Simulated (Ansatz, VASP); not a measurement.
# CsTlSe: VASP beside Ansatz

Wanted: the spread between two codes on one cell, functional and k mesh. The cell is invented: Sites of the Cs2Se structure (space group 194) filled with other elements, volume scaled by an estimate. It may not be a known or stable phase.

Calculated with Ansatz 0.2.0; plane waves, with VASP 6.6.1 beside it; relaxation of cell and atoms at PBE.

## Step 1: Set-up

It takes space group P6_3/mmc (No. 194, hexagonal). Conventional cell: a = 5.759 Å, b = 5.759 Å, c = 7.792 Å, α = 90.00°, β = 90.00°, γ = 120.00°. Tl has 6 Se at 3.85 Å and 6 Cs at 3.85 Å and 2 Tl at 3.90 Å nearest. Nearest to Cs lie 5 Se at 3.32 to 3.90 Å and 6 Tl at 3.85 Å. Nearest to Se lie 5 Cs at 3.32 to 3.90 Å and 6 Tl at 3.85 Å. Sites of the Cs2Se structure (space group 194) filled with other elements, volume scaled by an estimate. Farther neighbours and most contacts between anions are not listed.

As a file:

```
Tl Cs Se
1.0
     5.75886    0.00000    0.00000
    -2.87943    4.98732    0.00000
     0.00000    0.00000    7.79241
Tl Cs Se
2 2 2
Direct
  0.00000 0.00000 0.00000
  0.00000 0.00000 0.50000
  0.66667 0.33333 0.25000
  0.33333 0.66667 0.75000
  0.66667 0.33333 0.75000
  0.33333 0.66667 0.25000
```

## Step 2: VASP: relaxation of cell and atoms, PBE

The relaxed volume is the usual yardstick between codes: its relative difference is about their pressure difference at one cell divided by the bulk modulus.

Lines of VASP's logs that name or quote its potential files are left out, and so is its time.

Contents of INCAR:

```
SYSTEM = CsTlSe
PREC = Accurate
ENCUT = 520
EDIFF = 1E-06
NELM = 100
ISMEAR = -1
SIGMA = 0.05
LREAL = .FALSE.
ALGO = Normal
GGA = PE
LORBIT = 11
LWAVE = .FALSE.
LCHARG = .FALSE.
KPAR = 2
IBRION = 2
NSW = 60
ISIF = 3
EDIFFG = -0.01
```

Contents of POSCAR:

```
CsTlSe
1.0
    5.7588620000      0.0000000000      0.0000000000
   -2.8794310000      4.9873210000      0.0000000000
    0.0000000000      0.0000000000      7.7924090000
Tl Cs Se
2 2 2
Direct
    0.0000000000      0.0000000000      0.0000000000
    0.0000000000      0.0000000000      0.5000000000
    0.6666666700      0.3333333300      0.2500000000
    0.3333333300      0.6666666700      0.7500000000
    0.6666666700      0.3333333300      0.7500000000
    0.3333333300      0.6666666700      0.2500000000
```

Contents of KPOINTS:

```
Automatic mesh
0
Gamma
5 5 3
0 0 0
```

PAW data sets: Tl_d, Cs_sv and Se (PBE family, release 64).

Launch:

```console
$ mpirun -np 2 vasp_std
```

Numbers of over 12 decimals in the logs are rounded to 6 here.

Log:

```text
[banner, memory and clock lines left out]
running    2 mpi-ranks, on    1 nodes
 distrk:  each k-point on    1 cores,    2 groups
 distr:  one band on    1 cores,    1 groups

 POSCAR found type information on POSCAR TlCsSe
 POSCAR found :  3 types and       6 ions
 LDA part: xc-table for (Slater+PW92), standard interpolation
 POSCAR, INCAR and KPOINTS ok, starting setup
 FFT: planning ... GRIDC
 FFT: planning ... GRID_SOFT
 FFT: planning ... GRID
 WAVECAR not read
 entering main loop
       N       E                     dE             d eps       ncg     rms          rms(c)
DAV:   1     0.358122415093E+03    0.35812E+03   -0.25337E+04   660   0.145E+03
DAV:   2     0.974346674857E+01   -0.34838E+03   -0.34263E+03   839   0.277E+02
DAV:   3    -0.182745595778E+02   -0.28018E+02   -0.27960E+02   741   0.724E+01
DAV:   4    -0.186740814511E+02   -0.39952E+00   -0.39917E+00   713   0.955E+00
DAV:   5    -0.186782082494E+02   -0.41268E-02   -0.41265E-02   736   0.100E+00    0.488E+00
DAV:   6    -0.163520031778E+02    0.23262E+01   -0.61348E+00   701   0.723E+00    0.256E+00
DAV:   7    -0.162745849953E+02    0.77418E-01   -0.87595E-01   689   0.339E+00    0.145E+00
DAV:   8    -0.162733952440E+02    0.11898E-02   -0.13243E-01   702   0.143E+00    0.433E-01
DAV:   9    -0.162652077965E+02    0.81874E-02   -0.59630E-02   695   0.951E-01    0.206E-01
DAV:  10    -0.162656592277E+02   -0.45143E-03   -0.40109E-03   708   0.222E-01    0.911E-02
DAV:  11    -0.162657604766E+02   -0.10125E-03   -0.14241E-03   762   0.149E-01    0.313E-02
DAV:  12    -0.162657658238E+02   -0.53472E-05   -0.28408E-04   687   0.558E-02    0.214E-02
DAV:  13    -0.162657552091E+02    0.10615E-04   -0.75730E-05   685   0.313E-02    0.432E-03
DAV:  14    -0.162657549025E+02    0.30659E-06   -0.70557E-06   544   0.106E-02
   1 F= -.16265755E+02 E0= -.16263432E+02  d E =-.162658E+02
[...]
2 F= -.16332454E+02 E0= -.16329911E+02  d E =-.666991E-01
[...]
3 F= -.16350017E+02 E0= -.16347259E+02  d E =-.842623E-01
[...]
4 F= -.16350132E+02 E0= -.16347394E+02  d E =-.843771E-01
[...]
5 F= -.16361846E+02 E0= -.16359060E+02  d E =-.117143E-01
[...]
6 F= -.16366560E+02 E0= -.16363751E+02  d E =-.164284E-01
[...]
7 F= -.16366646E+02 E0= -.16363835E+02  d E =-.165144E-01
 curvature:  -1.33 expect dE=-0.105E-03 dE for cont linesearch -0.929E-10
 trial: gam=-0.02114 g(F)=  0.108E-42 g(S)=  0.787E-04 ort = 0.995E-06 (trialstep = 0.144E+01)
 search vector abs. value=  0.850E-04
 bond charge predicted
       N       E                     dE             d eps       ncg     rms          rms(c)
DAV:   1    -0.163676487894E+02   -0.10030E-02   -0.29074E-02   660   0.892E-01    0.163E-01
DAV:   2    -0.163669059362E+02    0.74285E-03   -0.14035E-03   660   0.200E-01    0.657E-02
DAV:   3    -0.163667180199E+02    0.18792E-03   -0.44616E-04   681   0.112E-01    0.368E-02
DAV:   4    -0.163667073257E+02    0.10694E-04   -0.39838E-05   670   0.328E-02    0.618E-03
DAV:   5    -0.163667074060E+02   -0.80306E-07   -0.56383E-06   668   0.123E-02
   8 F= -.16366707E+02 E0= -.16363905E+02  d E =-.610451E-04
 trial-energy change:   -0.000061  1 .order   -0.000056   -0.000113    0.000001
 step:   1.4341(harm=  1.4320)  dis= 0.00000  next Energy=   -16.366707 (dE=-0.610E-04)
 reached required accuracy - stopping structural energy minimisation
```

From OUTCAR (step 2):

```text
ion  position               nearest neighbor table
   1  0.000  0.000  0.000-   2 3.90   2 3.90
   2  0.000  0.000  0.500-   1 3.90   1 3.90
   3  0.667  0.333  0.250-
   4  0.333  0.667  0.750-
   5  0.667  0.333  0.750-
   6  0.333  0.667  0.250-

  LATTYP: Found a hexagonal cell.
 ALAT       =     5.7588620000
 C/A-ratio  =     1.3531161191

 Subroutine GETGRP returns: Found 24 space group operations
 (whereof 12 operations were pure point group operations)

The static configuration has the point symmetry D_3d.
 The point group associated with its full space group is D_6h.

 Found     10 irreducible k-points:

   k-points           NKPTS =     10   k-points in BZ     NKDIM =     10   number of bands    NBANDS=     33

   dimension x,y,z NGX =    48 NGY =   48 NGZ =   60
   dimension x,y,z NGXF=    96 NGYF=   96 NGZF=  120

   ENCUT  =  520.0 eV  38.22 Ry    6.18 a.u.  10.71 10.71 14.49*2*pi/ulx,y,z

   NELECT =      56.0000    total number of electrons

 k-points in reciprocal lattice and weights: Automatic mesh
   0.00000000  0.00000000  0.00000000       0.013
   0.20000000  0.00000000  0.00000000       0.080
   0.40000000 -0.00000000  0.00000000       0.080
   0.20000000  0.20000000  0.00000000       0.080
   0.40000000  0.20000000  0.00000000       0.080
   0.00000000  0.00000000  0.33333333       0.027
   0.20000000  0.00000000  0.33333333       0.160
   0.40000000 -0.00000000  0.33333333       0.160
   0.20000000  0.20000000  0.33333333       0.160
   0.40000000  0.20000000  0.33333333       0.160

 average (electrostatic) potential at core
       1 -87.6721       2 -87.6721       3 -48.4144       4 -48.4144       5 -54.4653
       6 -54.4653

 E-fermi :   2.1131

 k-point     1 :       0.0000    0.0000    0.0000
  band No.  band energies     occupation
    ...
     25       1.3332      2.00000
     26       1.3332      2.00000
     27       1.8786      1.98181
     28       1.9149      1.96275
     29       2.0021      1.80404
     30       4.5083      0.00000
     31       4.5083      0.00000
     32       4.8523      0.00000
     33       4.8523      0.00000

 k-point     2 :       0.2000    0.0000    0.0000
  band No.  band energies     occupation
    ...
     24       0.9881      2.00000
     25       1.3137      2.00000
     26       1.4472      2.00000
     27       1.7536      1.99850
     28       1.8599      1.98745
     29       2.6607      0.00004
     30       3.9962      0.00000
     31       4.1544      0.00000
     32       4.6607      0.00000
     33       4.7525      0.00000

 k-point     3 :       0.4000   -0.0000    0.0000
  band No.  band energies     occupation
    ...
     24       1.2588      2.00000
     25       1.4225      2.00000
     26       1.6728      1.99970
     27       1.7298      1.99906
     28       1.8092      1.99543
     29       2.8086      0.00000
     30       3.7899      0.00000
     31       3.9110      0.00000
     32       4.5273      0.00000
     33       5.3906      0.00000

  Total        0.0047878      0.0047878      0.0188202      0.0000000      0.0000000      0.0000000
  in kB        0.0336736      0.0336736      0.1323671      0.0000000      0.0000000      0.0000000
  external PRESSURE =       0.0665714 kB  Pullay stress =       0.0000000 kB

  energy-cutoff  :      520.00
  volume of cell :      227.80
      direct lattice vectors                 reciprocal lattice vectors
     5.946268603 -0.000000000 -0.000000000     0.168172692  0.097094545  0.000000000
    -2.973134302  5.149619899 -0.000000000     0.000000000  0.194189090  0.000000000
     0.000000000 -0.000000000  7.439372207     0.000000000  0.000000000  0.134419945

 POSITION                                       TOTAL-FORCE (eV/Angst)
 -----------------------------------------------------------------------------------
     -0.00000      0.00000      0.00000         0.000000      0.000000     -0.000000
      0.00000     -0.00000      3.71969         0.000000     -0.000000     -0.000000
      2.97313      1.71654      1.85984         0.000000     -0.000000      0.000000
     -0.00000      3.43308      5.57953        -0.000000      0.000000      0.000000
      2.97313      1.71654      5.57953        -0.000000      0.000000      0.000000
     -0.00000      3.43308      1.85984         0.000000     -0.000000     -0.000000
 -----------------------------------------------------------------------------------
    total drift:                               -0.000000      0.000000      0.000000

  FREE ENERGIE OF THE ION-ELECTRON SYSTEM (eV)
  ---------------------------------------------------
  free  energy   TOTEN  =       -16.3667074060 eV

  energy  without entropy=      -16.3611032954  energy(sigma->0) =      -16.36390535

 reached required accuracy - stopping structural energy minimisation

 total charge
# of ion       s       p       d       tot
------------------------------------------
    1        1.272   0.177   9.655  11.103
    2        1.272   0.177   9.655  11.103
    3        1.842   4.689   0.062   6.593
    4        1.842   4.689   0.062   6.593
    5        1.457   2.310   0.003   3.769
    6        1.457   2.310   0.003   3.769
--------------------------------------------------
tot          9.142  14.350  19.438  42.930

[... 3 further parts left out ...]
```

The run keeps the 24 symmetry operations of its start, so it cannot find a distortion of lower symmetry.

## Step 3: Ansatz: relaxation of cell and atoms, PBE

Ansatz runs on its default PAW (the set named soft_2) files.

The same cell, functional, mesh and smearing now go to Ansatz, which takes its cutoff from its data sets.

Contents of input.yaml:

```yaml
crystal:
  lattice:
    - [5.758862, 0.0, 0.0]
    - [-2.879431, 4.987321, 0.0]
    - [0.0, 0.0, 7.792409]
  atoms:
    - { symbol: Tl, position: [0.0, 0.0, 0.0] }
    - { symbol: Tl, position: [0.0, 0.0, 0.5] }
    - { symbol: Cs, position: [0.66666667, 0.33333333, 0.25] }
    - { symbol: Cs, position: [0.33333333, 0.66666667, 0.75] }
    - { symbol: Se, position: [0.66666667, 0.33333333, 0.75] }
    - { symbol: Se, position: [0.33333333, 0.66666667, 0.25] }
hamiltonian:
  xc: pbe
  pseudopotentials: { kind: paw }
kpoints:
  mp_grid: { grid: [5, 5, 3] }
scf:
  occupations: { method: fermi_dirac, width: 0.05 }
relax:
  f_tol: 0.01
  max_steps: 60
  cell: { stress_tol: 0.05 }
output:
  forces: true
  stress: true
```

Launch:

```console
$ ansatz run input.yaml --threads 4 --pin off --max-ram 9216MiB --backend cpu --events-out ev --progress --plain --runs-dir out
```

Log:

```text
Engine: ansatz 0.2.0, aarch64-unknown-linux-gnu
Pseudopotentials: kind: paw
Pseudopotential: Tl, paw, valence charge 13, recommended cutoff 420 eV (normal), Tl.paw.azcp
Pseudopotential: Cs, paw, valence charge 9, recommended cutoff 420 eV (normal), Cs.paw.azcp
Pseudopotential: Se, paw, valence charge 16, recommended cutoff 420 eV (normal), Se.paw.azcp
Functional definition: PBE
  parameter kappa = 0.804
  parameter beta = 0.066725
  exchange = pbe_x(kappa = kappa, mu = beta*pi^2/3)
  correlation = pbe_c(beta = beta)
Crystal: 6 atoms, lattice volume = 223.808 Å³
Basis set: ecut = 420 eV, 4407 PW (Γ), exchange–correlation on 80×80×108 points (8 copies of the dense FFT grid, shifted against one another)
Bands: 46, of which v1, the nominal top of the filled ones, is band 38 counted from 1 (37 counted from 0)
Symmetry: 24 space group operations
Space group: P63/mmc (ITA 194), of the structure as read, at distance tolerance 6.1e-5 Å
k-points: 10 of 75
Non-local potential: Tl, projectors of the file, l = 0: 2, l = 1: 2, l = 2: 2, l = 3: 1
Non-local potential: Cs, projectors of the file, l = 0: 3, l = 1: 2, l = 2: 2, l = 3: 2
Non-local potential: Se, projectors of the file, l = 0: 2, l = 1: 2, l = 2: 3, l = 3: 1
PAW form: soft (Blöchl's): semilocal exchange-correlation on the pseudo side does not see the compensation charge
PAW one-centre angular grid: Tl, 590 points (default); XC on 64 Gauss nodes
PAW one-centre angular grid: Cs, 194 points (default); XC on 64 Gauss nodes
PAW one-centre angular grid: Se, 590 points (default); XC on 64 Gauss nodes
Initial density: superposition of atomic densities (neutral atoms: chi_scale 0, normalization atom), corrected by the library's trained network
Initial wavefunctions: pseudopotential atomic-orbital guess
Functional: x = pbe(κ = 0.804, μ = 0.219515), c = pbe(β = 0.066725)
SCF iter   1: F=—  HF=-45171.118695 eV  |F-HF|=—  |Δ(HF+E_count)|=         —  Δρ=1.24e-3  dr2=6.32e-3  ethr=1.77e-3  ⟨swp⟩=8.7  Hψ=1840  notcnv=0
preconditioner: auto → Resta (q_TF=auto, 2.279 Å⁻¹)  ε∞=3.7  [insulator: Δε(μ)=0.799 eV  Ē_g=10.928 eV  σ=0.050 eV  W_gap=0.79  n_scr=40 (ndim 8)  ℏωp=17.9 eV  f_vac=0.000  D(μ)=0.48/eV (n_scr^D=0)  ε∞_Penn≈3.7]
SCF iter   2: F=—  HF=-45171.116050 eV  |F-HF|=—  |Δ(HF+E_count)|=   2.65e-3  Δρ=6.43e-4  dr2=1.61e-3  ethr=8.31e-6  ⟨swp⟩=2.1  Hψ=806  notcnv=0  defer=1
SCF iter   3: F=—  HF=-45171.116149 eV  |F-HF|=—  |Δ(HF+E_count)|=   9.93e-5  Δρ=1.85e-4  dr2=1.25e-4  ethr=2.12e-6  ⟨swp⟩=2.0  Hψ=598  notcnv=0  defer=1
SCF iter   4: F=—  HF=-45171.116175 eV  |F-HF|=—  |Δ(HF+E_count)|=   2.62e-5  Δρ=5.31e-5  dr2=9.47e-6  ethr=1.65e-7  ⟨swp⟩=2.0  Hψ=698  notcnv=0  defer=1
SCF iter   5: F=—  HF=-45171.116276 eV  |F-HF|=—  |Δ(HF+E_count)|=   1.01e-4  Δρ=8.89e-6  dr2=2.02e-7  ethr=1.25e-8  ⟨swp⟩=2.0  Hψ=709  notcnv=0  defer=1
SCF iter   6: F=-45171.116276 eV  HF=-45171.116276 eV  |F-HF|=1.88e-8  |Δ(HF+E_count)|=   1.24e-7  Δρ=2.77e-6  dr2=2.61e-8  ethr=1.32e-10  ⟨swp⟩=4.1  Hψ=1543  notcnv=0
SCF 1 converged in 6 iterations: F = -45171.116276 eV  dr2 = 2.61e-8
  greatest PAW one-centre occupation: 1.000 electrons in one spin orbital (limit 2), on the Se atom at site 5 (counted from 0), in its partial waves of l = 2
relax step   1: F+E_penalty+E_count = -45171.11627638 eV  Δ(F+E_penalty+E_count) = +0.000e0 eV  max|allowed force component| = 8.481e-17 eV/Å  Δτ_max = 0.0000 Å  P = +0.720 GPa  Ω = 223.808 Å³  (6 SCF iters, dr2 threshold 1.00e-7 eV, accepted)
[...]
relax step   2: F+E_penalty+E_count = -45171.19156064 eV  Δ(F+E_penalty+E_count) = -7.528e-2 eV  max|allowed force component| = 1.434e-16 eV/Å  Δτ_max = 0.0000 Å  P = +0.109 GPa  Ω = 227.921 Å³  energy of the carried Pulay correction = -3.246e-4 eV  (6 SCF iters, dr2 threshold 6.00e-7 eV, accepted)
[...]
relax step   3: F+E_penalty+E_count = -45171.21273793 eV  Δ(F+E_penalty+E_count) = -2.118e-2 eV  max|allowed force component| = 1.272e-16 eV/Å  Δτ_max = 0.0000 Å  P = -0.032 GPa  Ω = 227.802 Å³  energy of the carried Pulay correction = -3.103e-4 eV  (6 SCF iters, dr2 threshold 6.00e-7 eV, accepted)
[...]
relax step   4: F+E_penalty+E_count = -45171.21285558 eV  Δ(F+E_penalty+E_count) = -1.176e-4 eV  max|allowed force component| = 1.619e-17 eV/Å  Δτ_max = 0.0000 Å  P = +0.002 GPa  Ω = 227.319 Å³  energy of the carried Pulay correction = -2.720e-4 eV  (6 SCF iters, dr2 threshold 9.43e-9 eV, accepted)
[...]
relax step   5: F+E_penalty+E_count = -45171.21310525 eV  Δ(F+E_penalty+E_count) = -2.497e-4 eV  max|allowed force component| = 1.696e-17 eV/Å  Δτ_max = 0.0000 Å  P = -0.000 GPa  Ω = 227.319 Å³  stress off target by 9.28e-3 GPa  SCF on the basis re-selected at this cell (its energy is not comparable with the rows above)  (7 SCF iters)
basis re-selected at this cell: Δ(F+E_penalty+E_count) = -2.497e-4 eV, ΔP = -0.002 GPa vs the last step (what re-selecting the basis moved, of the pressure what is left beyond the Pulay correction that the steps carried, after the strain that the cell walked since its last selection, with what the two solves' SCF thresholds leave and, on support functions, any second-order correction that the steps lacked; it is no measure of the basis error at this ecutwfc). The dense FFT grid was sized anew with the basis: this SCF ran on 40×40×50 points, the steps before it on 40×40×54, so part of this shift can come from that change (see relax.cell in the input reference). [rest of the remark cut]
SCF converged after 7 iterations
Free energy (F): -45171.213105 eV
Harris-Foulkes:  -45171.213105 eV  (|F-HF|=7.28e-12)
Internal energy: -45171.207562 eV  (E = F + TS)
E sigma→0 (E₀):  -45171.210334 eV
Entropy (-TS):   -0.005543 eV (-0.924 meV/atom)
Fermi energy:    5.900439 eV
--- Per-component energies (eV) ---
  E_band       = -951.282477
  E_kinetic    = 1185.349439
  E_local      = -8116.285700  (includes V_loc(G=0)·N_el)
  E_nonlocal   = -495.975602
  E_hartree    = 3676.727707
  E_xc         = -1019.042498
  E_vxc        = -733.562847  (∫ρ·V_xc dr)
  E_paw        = -34281.300866  (= ΣΔE_a)
  E_vpaw       = -144.262219  (= ΣTr[D̂ρ^β])
  E_aug_tail   = -0.001126  (compensation charges beyond the density's cutoff)
  E_ewald      = -6120.678915
  E_smearing   = -0.005543  (= −TS)
  E_closure    = -0.000000  (closes the sum)
  Σ components = -45171.213105   (vs F -45171.213105, Δ=0.00e0)
--- Forces (eV/Å), atoms counted from 1 ---
  atom   1  Tl     0.00000000     0.00000000     0.00000000
  atom   2  Tl    -0.00000000     0.00000000     0.00000000
  atom   3  Cs     0.00000000     0.00000000    -0.00000000
  atom   4  Cs    -0.00000000    -0.00000000     0.00000000
  atom   5  Se    -0.00000000     0.00000000    -0.00000000
  atom   6  Se     0.00000000    -0.00000000     0.00000000
  max |Σ_I F_I| component: 9.25e-18 eV/Å
--- Stress (GPa, compression-positive) ---
        0.004403       0.000000       0.000000
       -0.000000       0.004403       0.000000
        0.000000       0.000000      -0.009276
  P = ⅓ Tr σ = -0.0002 GPa (-0.002 kbar)
--- Relaxed structure (4 steps of the walk, 4 accepted, 1 SCFs on fresh bases) ---
  F+E_penalty+E_count = -45171.21310525 eV   max|allowed force component| = 1.696e-17 eV/Å   (the final SCF, on the basis selected at the relaxed cell)
  cell:  # Å, volume = 227.3193 Å³
    - [5.939776, 0, 0]
    - [-2.969888, 5.143997, -1.275927876623296e-18]
    - [0, -1.9935656998180426e-18, 7.439873]
  atoms:
    - { symbol: Tl, position: [0, 0, 0] }
    - { symbol: Tl, position: [0, 0, 0.500000] }
    - { symbol: Cs, position: [0.666667, 0.333333, 0.250000] }
    - { symbol: Cs, position: [0.333333, 0.666667, 0.75] }
    - { symbol: Se, position: [0.666667, 0.333333, 0.75] }
    - { symbol: Se, position: [0.333333, 0.666667, 0.250000] }
```

Elapsed: 7.8 s, on 4 threads of Arm Neoverse V1, shared host; peak memory 0.66 GiB.

## Step 4: Differences

Known differences besides the potentials themselves: both relaxations stop at a tolerance, which leaves soft axes loose, and VASP keeps its plane-wave basis; the data sets hold 76 valence electrons in Ansatz (default PAW (the set named soft_2) files) and 56 in VASP; the cutoff is 420 eV in Ansatz and 520 eV in VASP; VASP leaves aspherical gradient terms in its spheres out (LASPH is not set), Ansatz keeps them; Ansatz adds a Pulay correction to the stress that steers its cell, VASP none. Total energies have different zeros and are not compared.

The two programs side by side:

| quantity | Ansatz | VASP | difference |
| --- | --- | --- | --- |
| volume (Å³) | 227.32 | 227.80 | -0.21 % |
| edge a after relaxation, in the typed setting (Å) | 5.940 | 5.946 | -0.11 % |
| edge c after relaxation, in the typed setting (Å) | 7.440 | 7.439 | +0.01 % |

The walks stopped with 0.00 GPa left in Ansatz and 0.01 GPa in VASP; each walk ends within a tolerance, so the volume difference is uncertain by about these residues over the bulk modulus, most in soft cells.

## Step 5: Summary of results

| Quantity | Value |
| --- | --- |
| difference in volume (relaxation of cell and atoms, PBE) | -0.21 % |

**Reading.** The difference in volume is -0.21 % (relaxation of cell and atoms, PBE), within the 1.2 % picked in this series as the mark of a large difference, as far as the stopping tolerances let one tell. Such differences can come from data sets, numerical settings and the points named under the comparisons, not from the functional's error against experiment.

[Lines on the potential files, build, host, timing and source positions are cut from VASP's logs without a mark.]

[Logs are printed without paths, hosts, clocks, repeated set-up lines and the standing remarks that a program may print on its own settings, such as how far it seeks lower states.]

[Hosts, paths, dates, database ids (printed as entryN), source tags and the programs' standing remarks are cut or masked in the printed files.]
